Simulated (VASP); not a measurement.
Calculation: RPBE GGA, VASP's PBE PAW potentials (set 64) (plane waves; VASP 6.6.1).

A VASP calculation is set up with these files.

### INCAR
```
ALGO = Normal
EDIFF = 1E-6
EDIFFG = -0.02
ENCUT = 520
GGA = RP
IBRION = 2
ISIF = 3
ISMEAR = 1
LASPH = .True.
LCHARG = .False.
LMAXMIX = 6
LREAL = .False.
LWAVE = .False.
NELM = 100
NSW = 60
PREC = Accurate
SIGMA = 0.1
SYSTEM = WSi2
```

### POSCAR
```
WSi2
1
   -1.6197895773     1.6197895773     3.9502273994
    1.6197895773    -1.6197895773     3.9502273994
    1.6197895773     1.6197895773    -3.9502273994
Si W
2 1
Direct
  0.6653280146   0.6653280146   0.0000000000
  0.3346719854   0.3346719854   0.0000000000
  0.0000000000   0.0000000000   0.0000000000
```

KPOINTS:
```
Automatic mesh
0
Gamma
12 12 12
0 0 0
```

POTCAR, in this order: Si W_sv (PBE.64 set). Program: vasp_std.

The resulting files:

OSZICAR:
```
       N       E                     dE             d eps       ncg     rms          rms(c)
DAV:   1     0.129133398363E+03    0.12913E+03   -0.11205E+04  4890   0.148E+03
DAV:   2    -0.197508670107E+02   -0.14888E+03   -0.14688E+03  5534   0.361E+02
DAV:   3    -0.244807733743E+02   -0.47299E+01   -0.45290E+01  6703   0.531E+01
DAV:   4    -0.245147423563E+02   -0.33969E-01   -0.33954E-01  5457   0.535E+00
DAV:   5    -0.245151715996E+02   -0.42924E-03   -0.42923E-03  6612   0.608E-01    0.242E+01
DAV:   6    -0.237550508082E+02    0.76012E+00   -0.47800E+00  5821   0.161E+01    0.823E+00
DAV:   7    -0.236768392561E+02    0.78212E-01   -0.31908E-01  5555   0.331E+00    0.444E+00
DAV:   8    -0.236542653783E+02    0.22574E-01   -0.51035E-02  6269   0.207E+00    0.341E-01
DAV:   9    -0.236539557913E+02    0.30959E-03   -0.12456E-03  5849   0.310E-01    0.209E-01
DAV:  10    -0.236539033868E+02    0.52405E-04   -0.37738E-04  6087   0.195E-01    0.374E-02
DAV:  11    -0.236538942010E+02    0.91857E-05   -0.47684E-05  6206   0.580E-02    0.170E-02
DAV:  12    -0.236538939832E+02    0.21782E-06   -0.21253E-06  4409   0.105E-02
   1 F= -.23653894E+02 E0= -.23653937E+02  d E =-.236539E+02
       N       E                     dE             d eps       ncg     rms          rms(c)
DAV:   1    -0.236546099713E+02   -0.71577E-03   -0.25165E-02  5646   0.154E+00    0.202E-01
DAV:   2    -0.236541698703E+02    0.44010E-03   -0.12069E-03  5912   0.315E-01    0.646E-02
DAV:   3    -0.236540540824E+02    0.11579E-03   -0.24970E-04  6276   0.120E-01    0.214E-02
DAV:   4    -0.236540462671E+02    0.78153E-05   -0.26930E-05  6045   0.441E-02    0.159E-02
DAV:   5    -0.236540450579E+02    0.12093E-05   -0.15863E-06  4257   0.961E-03    0.573E-03
DAV:   6    -0.236540447071E+02    0.35077E-06   -0.34674E-07  2760   0.502E-03
   2 F= -.23654045E+02 E0= -.23654086E+02  d E =-.150724E-03
```

### OUTCAR
```
------------------------ aborting loop because EDIFF is reached ----------------------------------------
  FORCE on cell =-STRESS in cart. coord.  units (eV):
  Direction    XX          YY          ZZ          XY          YZ          ZX
  --------------------------------------------------------------------------------------
  Total       -0.0548938     -0.0548938      0.0145885      0.0000000      0.0000000      0.0000000
  in kB       -2.1193449     -2.1193449      0.5632335      0.0000000      0.0000000      0.0000000
  external PRESSURE =      -1.2251521 kB  Pullay stress =       0.0000000 kB
  volume of cell :       41.50
      direct lattice vectors                 reciprocal lattice vectors
    -1.621332963  1.621332963  3.946639453     0.000000000  0.308388228  0.126690063
     1.621332963 -1.621332963  3.946639453     0.308388228  0.000000000  0.126690063
     1.621332963  1.621332963 -3.946639453     0.308388228  0.308388228  0.000000000
 POSITION                                       TOTAL-FORCE (eV/Angst)
 -----------------------------------------------------------------------------------
      1.62133      1.62133      1.30746        -0.000000     -0.000000      0.000849
      0.00000      0.00000      2.63918         0.000000      0.000000     -0.000849
      1.62133      1.62133      3.94664         0.000000      0.000000      0.000000
 -----------------------------------------------------------------------------------
    total drift:                                0.000000      0.000000      0.000000
  FREE ENERGIE OF THE ION-ELECTRON SYSTEM (eV)
  ---------------------------------------------------
  free  energy   TOTEN  =       -23.6540447071 eV

  energy  without entropy=      -23.6541685860  energy(sigma->0) =      -23.65408600

 reached required accuracy - stopping structural energy minimisation
```
(Selected blocks of OUTCAR.)

### CONTCAR
```
WSi2
   1.00000000000000
    -1.6213329625817390    1.6213329625817390    3.9466394527964170
     1.6213329625817390   -1.6213329625817390    3.9466394527964170
     1.6213329625817390    1.6213329625817390   -3.9466394527964170
  Si              W
     2     1
Direct
     0.6656415847174907    0.6656415847174907    1.0000000000000000
     0.3343584152825093    0.3343584152825093    0.0000000000000000
     1.0000000000000000    1.0000000000000000    1.0000000000000000
```

OUTCAR:
```
 val. band max:       11.6983812506   @ k =  -0.4167  -0.4167   0.3333

 cond. band min:      11.7056979395   @ k =   0.2500   0.2500   0.2500


 Fermi energy:        11.7025368089

 k-point     1 :       0.0000    0.0000    0.0000
  band No.  band energies     occupation
      1     -62.2620      2.00000
      2     -26.4893      2.00000
      3     -26.4879      2.00000
      4     -26.4879      2.00000
      5      -2.1909      2.00000
      6       4.9925      2.00000
      7       7.9336      2.00000
      8       8.4935      2.00000
      9       8.8958      2.00000
     10       8.8958      2.00000
     11      12.2651     -0.00000
     12      14.2732      0.00000
     13      14.6341      0.00000
     14      14.6757      0.00000
     15      14.6757      0.00000

 k-point     2 :       0.0833    0.0000   -0.0000
  band No.  band energies     occupation
      1     -62.2615      2.00000
      2     -26.5011      2.00000
      3     -26.4883      2.00000
      4     -26.4867      2.00000
      5      -2.0616      2.00000
      6       4.9948      2.00000
      7       7.5800      2.00000
      8       8.4869      2.00000
      9       8.9830      2.00000
     10       9.0262      2.00000
     11      11.7785      0.04220
     12      13.9235      0.00000
     13      14.2414      0.00000
     14      15.0045      0.00000
     15      15.2326      0.00000

 k-point     3 :       0.1667    0.0000   -0.0000
  band No.  band energies     occupation
      1     -62.2604      2.00000
      2     -26.5369      2.00000
      3     -26.4856      2.00000
      4     -26.4834      2.00000
      5      -1.6797      2.00000
      6       4.9487      2.00000
      7       6.9121      2.00000
      8       8.3588      2.00000
      9       9.2017      2.00000
     10       9.2285      2.00000
     11      10.9607      2.00000
     12      13.1794     -0.00000
     13      13.8303      0.00000
     14      15.7849      0.00000
     15      15.9688      0.00000
...
```

Unless said otherwise, spin-orbit coupling is left out, though it shifts the bands of the heavy elements here.

The compound is WSi2 in the MoSi2 type structure. This run relaxes it. Symmetry was kept, so distortions that lower it aren't found. The start is the result of an earlier pass.
